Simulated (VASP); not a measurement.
An input for Ansatz (written as the equivalent of a VASP run, and not itself run):

Ansatz 0.2 input:
```yaml
crystal:
  lattice:
    - [3.5750000, 0.0000000, 0.0000000]
    - [0.0000000, 3.5750000, 0.0000000]
    - [0.0000000, 0.0000000, 3.5750000]
  atoms:
    - { symbol: Pt, position: [0.0000000, 0.0000000, 0.0000000] }
    - { symbol: Sb, position: [0.5000000, 0.5000000, 0.5000000] }
kpoints:
  mp_grid: { grid: [9, 9, 9] }
hamiltonian:
  xc: r2scan
  pseudopotentials: { kind: paw }
scf:
  occupations: { method: methfessel_paxton, width: 0.1 }
  max_iter: 100
relax:
  max_steps: 60
  f_tol: 0.01
  cell: {}
output: { forces: true, stress: true, eigenvalues: true }
```

**Question.** Write the VASP files for the same calculation (r2SCAN).

**Answer.** One answer among several that fit: 
POSCAR:
```
PtSb
1
    3.5750000000     0.0000000000     0.0000000000
    0.0000000000     3.5750000000     0.0000000000
    0.0000000000     0.0000000000     3.5750000000
Pt Sb
1 1
Direct
  0.0000000000   0.0000000000   0.0000000000
  0.5000000000   0.5000000000   0.5000000000
```

### KPOINTS
```
Automatic mesh
0
Gamma
9 9 9
0 0 0
```

**INCAR**
```
SYSTEM = PtSb
PREC = Accurate
ENCUT = 400
EDIFF = 1E-6
NELM = 100
ALGO = Normal
LREAL = .FALSE.
LASPH = .TRUE.
ISMEAR = 1
SIGMA = 0.1
METAGGA = R2SCAN
LMIXTAU = .TRUE.
LMAXMIX = 6
LWAVE = .FALSE.
LCHARG = .FALSE.
IBRION = 2
ISIF = 3
NSW = 60
EDIFFG = -0.01
```

POTCAR, in this order: Pt Sb (PBE.64 set). Program: vasp_std.

The two are equivalent in intent, not identical: each code has its own PAW files, so the cut-off isn't converted (ENCUT is set for VASP's; basis.ecutwfc is left out, and Ansatz then takes the one that its files recommend); Ansatz stops its SCF on the density residual and VASP on the energy change (EDIFF).

The structure was generated: PtSb was put into the CsCl type type (Pm-3m), which need not be its known phase. This run relaxes it. Symmetry was kept, so distortions that lower it aren't found.
